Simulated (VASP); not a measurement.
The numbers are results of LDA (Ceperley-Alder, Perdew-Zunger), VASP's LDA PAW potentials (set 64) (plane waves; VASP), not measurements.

The input files of a VASP run:

**INCAR**
```
# general
SYSTEM =Zr
PREC   =Accurate
ENCUT  =400
LREAL  =F
LASPH  =T
ICHARG =11

# electronic loop
EDIFF  =1E-7
NELM   =100
ALGO   =Normal
LMAXMIX=4

# smearing
ISMEAR =0
SIGMA  =0.05

# output
LWAVE  =F
LCHARG =F
LORBIT =11
```

KPOINTS:
```
k-points along high-symmetry lines
10
Line-mode
Reciprocal
  0.000000   0.000000   0.000000 ! GAMMA
  0.000000   0.500000   0.000000 ! M

  0.000000   0.500000   0.000000 ! M
 -0.333333   0.666667   0.000000 ! K

 -0.333333   0.666667   0.000000 ! K
  0.000000   0.000000   0.000000 ! GAMMA

  0.000000   0.000000   0.000000 ! GAMMA
  0.000000   0.000000   0.500000 ! A

  0.000000   0.000000   0.500000 ! A
  0.000000   0.500000   0.500000 ! L

  0.000000   0.500000   0.500000 ! L
 -0.333333   0.666667   0.500000 ! H

 -0.333333   0.666667   0.500000 ! H
  0.000000   0.000000   0.500000 ! A

  0.000000   0.500000   0.500000 ! L
  0.000000   0.500000   0.000000 ! M

 -0.333333   0.666667   0.500000 ! H
 -0.333333   0.666667   0.000000 ! K
```

### POSCAR
```
Zr
10.1869040
  0.1542504418  -0.2671695973   0.0000000000
  0.1542504418   0.2671695973   0.0000000000
  0.0000000000   0.0000000000   0.4999999963
Zr
2
Direct
  0.3333330000   0.6666670000   0.2500000000
  0.6666670000   0.3333330000   0.7500000000
```

POTCAR, in this order: Zr_sv (LDA.64 set). Program: vasp_std. Read from the step before: CHGCAR.

What VASP printed:

File OSZICAR:
```
       N       E                     dE             d eps       ncg     rms          rms(c)
DAV:   1     0.188184118080E+03    0.18818E+03   -0.12237E+04  2888   0.124E+03
DAV:   2    -0.548141080570E+01   -0.19367E+03   -0.19193E+03  3648   0.378E+02
DAV:   3    -0.183821296434E+02   -0.12901E+02   -0.12785E+02  5504   0.704E+01
DAV:   4    -0.185811880001E+02   -0.19906E+00   -0.19818E+00  3200   0.100E+01
DAV:   5    -0.185860030516E+02   -0.48151E-02   -0.48149E-02  4376   0.108E+00
DAV:   6    -0.185860374343E+02   -0.34383E-04   -0.34382E-04  3384   0.106E-01
DAV:   7    -0.185860383074E+02   -0.87311E-06   -0.87293E-06  4576   0.126E-02
DAV:   8    -0.185860383171E+02   -0.96684E-08   -0.93750E-08  2832   0.153E-03
   1 F= -.18586038E+02 E0= -.18582499E+02  d E =-.707870E-02
```

### OUTCAR
```
 val. band max:        9.6507744984   @ k =  -0.3333   0.6667   0.3333

 cond. band min:       9.6692524887   @ k =  -0.3333   0.6667   0.2778



 k-point     1 :       0.0000    0.0000    0.0000
  band No.  band energies     occupation
      1     -38.8838      2.00000
      2     -38.6885      2.00000
      3     -17.6694      2.00000
      4     -16.5805      2.00000
      5     -16.5805      2.00000
      6     -16.4475      2.00000
      7     -16.4201      2.00000
      8     -16.4201      2.00000
      9       3.8203      2.00000
     10       6.3349      2.00000
     11      10.4046      0.00000
     12      10.4238      0.00000
     13      10.4238      0.00000
     14      10.9407      0.00000
     15      11.1379      0.00000
     16      11.1379      0.00000

 k-point     2 :       0.0000    0.0556    0.0000
  band No.  band energies     occupation
      1     -38.8789      2.00000
      2     -38.6861      2.00000
      3     -17.6576      2.00000
      4     -16.6088      2.00000
      5     -16.5895      2.00000
      6     -16.4520      2.00000
      7     -16.4494      2.00000
      8     -16.4239      2.00000
      9       3.9163      2.00000
     10       6.4253      2.00000
     11      10.0963      0.00000
     12      10.5128      0.00000
     13      10.6790      0.00000
     14      10.7284      0.00000
     15      11.0503      0.00000
     16      11.2223      0.00000

 k-point     3 :       0.0000    0.1111    0.0000
  band No.  band energies     occupation
      1     -38.8646      2.00000
      2     -38.6795      2.00000
      3     -17.6228      2.00000
      4     -16.6906      2.00000
      5     -16.6150      2.00000
      6     -16.5328      2.00000
      7     -16.4657      2.00000
      8     -16.4353      2.00000
      9       4.1946      2.00000
     10       6.6788      2.00000
     11       9.7112      0.16770
     12      10.1935      0.00000
     13      10.7723      0.00000
     14      10.7773      0.00000
...
```

The density is held fixed in this step, so its total energy and stress have no physical meaning.

The compound is Zr in the hcp structure. It was relaxed first, which changed the volume by -6 %.
